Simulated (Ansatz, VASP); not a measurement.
**HfN: VASP beside Ansatz**

Wanted: the spread between two codes on one cell, functional and k mesh.

Main program and level: Ansatz 0.2.0; plane waves, with VASP 6.6.1 beside it; single point at PBEsol.

The database entry behind the starting cell differs from later determinations by our own check (about 0.3 % short), so it need not match the best structure at ambient conditions.

## 1. Set-up

The structure is cubic, space group Fm-3m (No. 225). The conventional cell has a = 4.512 Å, b = 4.512 Å, c = 4.512 Å, α = 90.00°, β = 90.00°, γ = 90.00°. Hf has 6 N at 2.26 Å nearest. Nearest to N lie 6 Hf at 2.26 Å. Farther neighbours and most contacts between anions are not listed.

## 2. VASP: single point, PBEsol

With cell and atoms fixed, the geometry can't cause a difference; cores, projectors, grids and the points listed under the comparison can.

Lines of VASP's logs that name or quote its potential files are left out, and so is its time.

Contents of INCAR:

```
SYSTEM = HfN
PREC = Accurate
ENCUT = 520
EDIFF = 1E-06
NELM = 100
ISMEAR = -1
SIGMA = 0.05
LREAL = .FALSE.
ALGO = Normal
GGA = PS
NBANDS = 10
LASPH = .TRUE.
LORBIT = 11
LWAVE = .FALSE.
LCHARG = .FALSE.
KPAR = 2
ISIF = 2
```

Contents of POSCAR:

```
HfN
1.0
    0.0000000000      2.2560000000      2.2560000000
    2.2560000000      0.0000000000      2.2560000000
    2.2560000000      2.2560000000      0.0000000000
Hf N
1 1
Direct
    0.0000000000      0.0000000000      0.0000000000
    0.5000000000      0.5000000000      0.5000000000
```

Contents of KPOINTS:

```
Automatic mesh
0
Gamma
7 7 7
0 0 0
```

The projector-augmented-wave data sets are Hf and N (PBE family, release 64).

Command:

```
$ mpirun -np 2 vasp_std
```

Numbers of over 12 decimals in the logs are rounded to 6 here.

The program printed:

```text
[banner, memory and clock lines left out]
running    2 mpi-ranks, on    1 nodes
 distrk:  each k-point on    1 cores,    2 groups
 distr:  one band on    1 cores,    1 groups

 POSCAR found type information on POSCAR HfN
 POSCAR found :  2 types and       2 ions
|                                                                             |
|               ----> ADVICE to this user running VASP <----                  |
|                                                                             |
|     You enforced a specific xc type in the INCAR file but a different       |
|     [... a line on the potential file left out ...]
|     I HOPE YOU KNOW WHAT YOU ARE DOING!                                     |
|                                                                             |

 LDA part: xc-table for (Slater+PW92), standard interpolation
 POSCAR, INCAR and KPOINTS ok, starting setup
 FFT: planning ... GRIDC
 FFT: planning ... GRID_SOFT
 FFT: planning ... GRID
 WAVECAR not read
 entering main loop
       N       E                     dE             d eps       ncg     rms          rms(c)
DAV:   1     0.157559165949E+02    0.15756E+02   -0.42151E+03   400   0.744E+02
DAV:   2    -0.247698563398E+02   -0.40526E+02   -0.39234E+02   630   0.148E+02
DAV:   3    -0.258265592561E+02   -0.10567E+01   -0.10497E+01   482   0.259E+01
DAV:   4    -0.258299768733E+02   -0.34176E-02   -0.34168E-02   488   0.153E+00
DAV:   5    -0.258299878765E+02   -0.11003E-04   -0.11003E-04   476   0.712E-02    0.215E+01
DAV:   6    -0.232593662489E+02    0.25706E+01   -0.14871E+01   492   0.226E+01    0.112E+01
DAV:   7    -0.231306597077E+02    0.12871E+00   -0.45176E-01   450   0.558E+00    0.640E+00
DAV:   8    -0.230624648097E+02    0.68195E-01   -0.88068E-02   464   0.246E+00    0.445E-01
DAV:   9    -0.230618751843E+02    0.58963E-03   -0.37824E-03   468   0.383E-01    0.142E-01
DAV:  10    -0.230617190458E+02    0.15614E-03   -0.28722E-04   476   0.118E-01    0.192E-02
DAV:  11    -0.230617119961E+02    0.70497E-05   -0.84021E-05   506   0.545E-02    0.967E-03
DAV:  12    -0.230617104017E+02    0.15944E-05   -0.50426E-06   446   0.159E-02    0.231E-03
DAV:  13    -0.230617104218E+02   -0.20044E-07   -0.24129E-07   212   0.430E-03
   1 F= -.23061710E+02 E0= -.23057969E+02  d E =-.748215E-02
```

From OUTCAR (step 2):

```text
ion  position               nearest neighbor table
   1  0.000  0.000  0.000-   2 2.26   2 2.26   2 2.26   2 2.26   2 2.26   2 2.26
   2  0.500  0.500  0.500-   1 2.26   1 2.26   1 2.26   1 2.26   1 2.26   1 2.26

  LATTYP: Found a face centered cubic cell.
 ALAT       =     4.5120000000

 Subroutine GETGRP returns: Found 48 space group operations
 (whereof 48 operations were pure point group operations)

The static configuration has the point symmetry O_h .

 Found     20 irreducible k-points:

   k-points           NKPTS =     20   k-points in BZ     NKDIM =     20   number of bands    NBANDS=     10

   dimension x,y,z NGX =    24 NGY =   24 NGZ =   24
   dimension x,y,z NGXF=    48 NGYF=   48 NGZF=   48

   ENCUT  =  520.0 eV  38.22 Ry    6.18 a.u.   5.93  5.93  5.93*2*pi/ulx,y,z

   NELECT =       9.0000    total number of electrons

 k-points in reciprocal lattice and weights: Automatic mesh
   0.00000000  0.00000000  0.00000000       0.003
   0.14285714  0.00000000  0.00000000       0.023
   0.28571429  0.00000000  0.00000000       0.023
   0.42857143  0.00000000  0.00000000       0.023
   0.14285714  0.14285714  0.00000000       0.017
   0.28571429  0.14285714  0.00000000       0.070
   0.42857143  0.14285714  0.00000000       0.070
  -0.42857143  0.14285714  0.00000000       0.070
  -0.28571429  0.14285714  0.00000000       0.070
[...]
-0.42857143  0.42857143  0.14285714       0.070
  -0.28571429  0.42857143  0.14285714       0.070

 average (electrostatic) potential at core
       1 -32.8499       2 -61.2873

 E-fermi :   8.8209

 k-point     1 :       0.0000    0.0000    0.0000
  band No.  band energies     occupation
    ...
      3       5.5928      2.00000
      4       5.5928      2.00000
      5       8.2203      1.99999
      6       8.2203      1.99999
      7       8.2203      1.99999
      8      10.4376      0.00000
      9      10.5520      0.00000
     10      10.5520      0.00000

 k-point     2 :       0.1429    0.0000    0.0000
  band No.  band energies     occupation
    ...
      3       4.6169      2.00000
      4       4.6169      2.00000
      5       8.5970      1.97751
      6       8.8520      0.69835
      7       8.8520      0.69835
      8      11.7311      0.00000
      9      11.9557      0.00000
     10      11.9557      0.00000

 k-point     3 :       0.2857    0.0000    0.0000
  band No.  band energies     occupation
      1      -7.4632      2.00000
      2       1.5661      2.00000
      3       3.2673      2.00000
      4       3.2673      2.00000
      5       9.4399      0.00001
      6      10.3600      0.00000
      7      10.3600      0.00000
      8      13.6881      0.00000
      9      14.6419      0.00000
    ...

  Total       -0.5053063     -0.5053063     -0.5053063     -0.0000000      0.0000000     -0.0000000
  in kB      -35.2547771    -35.2547771    -35.2547771     -0.0000000      0.0000000     -0.0000000
  external PRESSURE =     -35.2547771 kB  Pullay stress =       0.0000000 kB

  energy-cutoff  :      520.00
  volume of cell :       22.96
      direct lattice vectors                 reciprocal lattice vectors
     0.000000000  2.256000000  2.256000000    -0.221631206  0.221631206  0.221631206
     2.256000000  0.000000000  2.256000000     0.221631206 -0.221631206  0.221631206
     2.256000000  2.256000000  0.000000000     0.221631206  0.221631206 -0.221631206

 POSITION                                       TOTAL-FORCE (eV/Angst)
 -----------------------------------------------------------------------------------
      0.00000      0.00000      0.00000        -0.000000     -0.000000      0.000000
      2.25600      2.25600      2.25600         0.000000      0.000000     -0.000000
 -----------------------------------------------------------------------------------
    total drift:                               -0.000000     -0.000000      0.000000

  FREE ENERGIE OF THE ION-ELECTRON SYSTEM (eV)
  ---------------------------------------------------
  free  energy   TOTEN  =       -23.0617104218 eV

  energy  without entropy=      -23.0542282757  energy(sigma->0) =      -23.05796935

 total charge
# of ion       s       p       d       tot
------------------------------------------
    1        0.460   0.731   2.458   3.648
    2        1.229   2.493   0.000   3.721
--------------------------------------------------
tot          1.689   3.223   2.458   7.370

[... 3 further parts left out ...]
```

This run has no spin polarisation. Its electron count is odd, so without a moment it is a metal by construction. The k-mesh is coarse for a metal. The data set Hf keeps the semicore shell frozen, which is cheaper and a little less accurate.

## 3. Ansatz: single point, PBEsol

Ansatz runs on its default PAW (the set named soft_2) files.

The same cell, functional, mesh and smearing now go to Ansatz, which takes its cutoff from its data sets.

Contents of input.yaml:

```yaml
crystal:
  lattice:
    - [0.0, 2.256, 2.256]
    - [2.256, 0.0, 2.256]
    - [2.256, 2.256, 0.0]
  atoms:
    - { symbol: Hf, position: [0.0, 0.0, 0.0] }
    - { symbol: "N", position: [0.5, 0.5, 0.5] }
hamiltonian:
  xc: pbesol
  pseudopotentials: { kind: paw }
kpoints:
  mp_grid: { grid: [7, 7, 7] }
scf:
  occupations: { method: fermi_dirac, width: 0.05 }
  n_extra_bands: 4
output:
  forces: true
  stress: true
  eigenvalues: true
```

Command:

```
$ ansatz run input.yaml --threads 2 --pin off --max-ram 4608MiB --backend cpu --events-out ev --progress --plain --runs-dir out
```

The program printed:

```text
scf.n_extra_bands = 4 over 16 filled bands (N_el = 31.0): the run solves 20 bands
Engine: ansatz 0.2.0, aarch64-unknown-linux-gnu
Pseudopotentials: kind: paw
Pseudopotential: Hf, paw, valence charge 26, recommended cutoff 420 eV (normal), Hf.paw.azcp
Pseudopotential: N, paw, valence charge 5, recommended cutoff 420 eV (normal), N.paw.azcp
Functional definition: PBEsol
  exchange = pbesol_x
  correlation = pbesol_c
Crystal: 2 atoms, lattice volume = 22.964 Å³
Basis set: ecut = 420 eV, 459 PW (Γ), exchange–correlation on 48×48×48 points (8 copies of the dense FFT grid, shifted against one another)
Bands: 20, of which v1, the nominal top of the filled ones, is band 16 counted from 1 (15 counted from 0)
Symmetry: 48 space group operations
Space group: Fm-3m (ITA 225), of the structure as read, at distance tolerance 2.8e-5 Å
k-points: 20 of 343
Non-local potential: Hf, projectors of the file, l = 0: 3, l = 1: 2, l = 2: 2, l = 3: 3
Non-local potential: N, projectors of the file, l = 0: 2, l = 1: 2, l = 2: 1
PAW form: soft (Blöchl's): semilocal exchange-correlation on the pseudo side does not see the compensation charge
PAW frozen core: Hf, regenerated for the run's functional, and the local potential with it (the file was generated under x = pbe(κ = 0.804, μ = 0.219515), c = pbe(β = 0.066725))
PAW frozen core: N, regenerated for the run's functional, and the local potential with it (the file was generated under x = pbe(κ = 0.804, μ = 0.219515), c = pbe(β = 0.066725))
PAW one-centre angular grid: Hf, 590 points (default); XC on 64 Gauss nodes
PAW one-centre angular grid: N, 110 points (default); XC on 64 Gauss nodes
Initial density: superposition of atomic densities (neutral atoms: chi_scale 0, normalization atom), corrected by the library's trained network
Initial wavefunctions: pseudopotential atomic-orbital guess
Functional: x = pbesol(κ = 0.804, μ = 0.123457), c = pbesol(β = 0.046)
SCF iter   1: F=—  HF=-15980.237322 eV  |F-HF|=—  |Δ(HF+E_count)|=         —  Δρ=9.04e-3  dr2=1.70e-2  ethr=1.77e-3  ⟨swp⟩=5.2  Hψ=1673  notcnv=0
preconditioner: auto → none  [insulator: Δε(μ)=0.226 eV  Ē_g=18.989 eV  σ=0.050 eV  W_gap=0.54  n_scr=14 (ndim 8)  ℏωp=41.7 eV  f_vac=0.000  D(μ)=0.84/eV (n_scr^D=8)  ε∞_Penn≈5.8]
SCF iter   2: F=—  HF=-15980.232873 eV  |F-HF|=—  |Δ(HF+E_count)|=   4.45e-3  Δρ=2.42e-3  dr2=1.23e-3  ethr=5.50e-5  ⟨swp⟩=2.0  Hψ=671  notcnv=0  defer=3
SCF iter   3: F=—  HF=-15980.232624 eV  |F-HF|=—  |Δ(HF+E_count)|=   2.48e-4  Δρ=5.04e-4  dr2=2.54e-5  ethr=3.96e-6  ⟨swp⟩=2.0  Hψ=604  notcnv=0  defer=3
SCF iter   4: F=—  HF=-15980.232591 eV  |F-HF|=—  |Δ(HF+E_count)|=   3.36e-5  Δρ=2.93e-4  dr2=8.15e-6  ethr=8.20e-8  ⟨swp⟩=2.1  Hψ=713  notcnv=0  defer=3
iter 5 did not close the SCF: its close was put off for the readings that it lacked (scf_convergence_deferred on its scf_iter line)
SCF iter   5: F=-15980.232590 eV  HF=-15980.232590 eV  |F-HF|=3.62e-8  |Δ(HF+E_count)|=   8.44e-7  Δρ=2.33e-5  dr2=6.42e-8  ethr=2.63e-8  ⟨swp⟩=2.1  Hψ=541  notcnv=0  defer=3
SCF iter   6: F=-15980.232590 eV  HF=-15980.232590 eV  |F-HF|=5.71e-10  |Δ(HF+E_count)|=   1.67e-8  Δρ=2.42e-6  dr2=8.16e-10  ethr=2.07e-10  ⟨swp⟩=3.8  Hψ=1768  notcnv=0
SCF 1 converged in 6 iterations: F = -15980.232590 eV  dr2 = 8.16e-10
  greatest PAW one-centre occupation: 0.998 electrons in one spin orbital (limit 2), on the Hf atom at site 0 (counted from 0), in its partial waves of l = 3
SCF converged after 6 iterations
Free energy (F): -15980.232590 eV
Harris-Foulkes:  -15980.232590 eV  (|F-HF|=5.71e-10)
Internal energy: -15980.225504 eV  (E = F + TS)
E sigma→0 (E₀):  -15980.229047 eV
Entropy (-TS):   -0.007086 eV (-3.543 meV/atom)
Fermi energy:    24.026811 eV
--- Per-component energies (eV) ---
  E_band       = 181.476193
  E_kinetic    = 556.893447
  E_local      = -4713.663058  (includes V_loc(G=0)·N_el)
  E_nonlocal   = -1192.663063
  E_hartree    = 2237.084181
  E_xc         = -358.890704
  E_vxc        = -344.366130  (∫ρ·V_xc dr)
  E_paw        = -6929.575012  (= ΣΔE_a)
  E_vpaw       = 1401.104862  (= ΣTr[D̂ρ^β])
  E_aug_tail   = 0.000092  (compensation charges beyond the density's cutoff)
  E_ewald      = -5580.690577
  E_core_change = 1.279190  (= ΣΔE_core)
  E_smearing   = -0.007086  (= −TS)
  E_closure    = -0.000000  (closes the sum)
  Σ components = -15980.232590   (vs F -15980.232590, Δ=0.00e0)
--- Forces (eV/Å), atoms counted from 1 ---
  atom   1  Hf    -0.00000000     0.00000000    -0.00000000
  atom   2  N      0.00000000     0.00000000     0.00000000
  max |Σ_I F_I| component: 1.14e-29 eV/Å
--- Stress (GPa, compression-positive) ---
       -1.715481       0.000000       0.000000
        0.000000      -1.715481       0.000000
        0.000000      -0.000000      -1.715481
  P = ⅓ Tr σ = -1.7155 GPa (-17.155 kbar)
--- Band table (eV; the first three rows and the last of 20) ---
  k-point 0: bands = [... 12 lower, 20.8869, 20.8869, 20.8869, 23.4064, 23.4064, 23.4064, 25.6064, 25.7352]
  k-point 1: bands = [... 12 lower, 19.2396, 19.8783, 19.8783, 23.8097, 24.0450, 24.0450, 26.8990, 27.1457]
  k-point 2: bands = [... 12 lower, 16.8339, 18.4795, 18.4795, 24.6668, 25.5545, 25.5545, 28.8581, 29.8258]
  k-point 19: bands = [... 12 lower, 17.2986, 18.2678, 18.4431, 24.2402, 25.8467, 29.0037, 29.5378, 30.3559]
```

Elapsed: 1.1 s, on 2 threads of Arm Neoverse N1, shared host; peak memory 0.26 GiB.

The run ends at a pressure of -1.72 GPa.

## 4. Side by side

Known differences besides the potentials themselves: the data sets hold 31 valence electrons in Ansatz (default PAW (the set named soft_2) files) and 9 in VASP; the cutoff is 420 eV in Ansatz and 520 eV in VASP; Ansatz makes its cores anew for this functional, VASP keeps those of its PBE data sets. Total energies have different zeros and are not compared.

Both answers:

```
                                        quantity  Ansatz   VASP  difference
                                  pressure (GPa)   -1.72  -3.53       +1.81
pressure without Ansatz's Pulay correction (GPa)   -2.23  -3.53       +1.30
```

Ansatz's pressure holds a Pulay correction of 0.51 GPa; VASP's holds none.

## 5. Other set-ups

Further runs change the set-up of one program: Ansatz's method, potentials or start, or VASP's data sets, cutoff or form of LDA. The table gives Ansatz less VASP for each quantity, since a change that brings one quantity closer may part another.

```
                                        run  pressure (GPa)  pressure without Ansatz's Pulay correction (GPa)
                                   as above             1.8                                               1.3
                       cores kept as stored             1.8                                               1.3
          Ansatz's all-electron LAPW method             1.9                                                  
    Ansatz's larger PAW set (cutoff 900 eV)             2.0                                               1.8
norm-conserving potentials (cutoff 1143 eV)            0.99
```

## 6. Results

- difference in pressure (single point, PBEsol): 1.8 GPa

What this shows: The difference in pressure is 1.8 GPa (single point, PBEsol), beyond the 1 GPa picked in this series as the mark of a large difference. Single point, PBEsol, Ansatz's larger PAW set (cutoff 900 eV): the difference in pressure without Ansatz's Pulay correction goes from 1.3 to 1.8 GPa. Single point, PBEsol, norm-conserving potentials (cutoff 1143 eV): the difference in pressure goes from 1.8 to 0.99 GPa. Such differences can come from data sets, numerical settings and the points named under the comparisons, not from the functional's error against experiment.

[Lines on the potential files, build, host, timing and source positions are cut from VASP's logs without a mark.]

[Logs are printed without paths, hosts, clocks, repeated set-up lines and the standing remarks that a program may print on its own settings, such as how far it seeks lower states.]

[Hosts, paths, dates, database ids (printed as entryN), source tags and the programs' standing remarks are cut or masked in the printed files.]
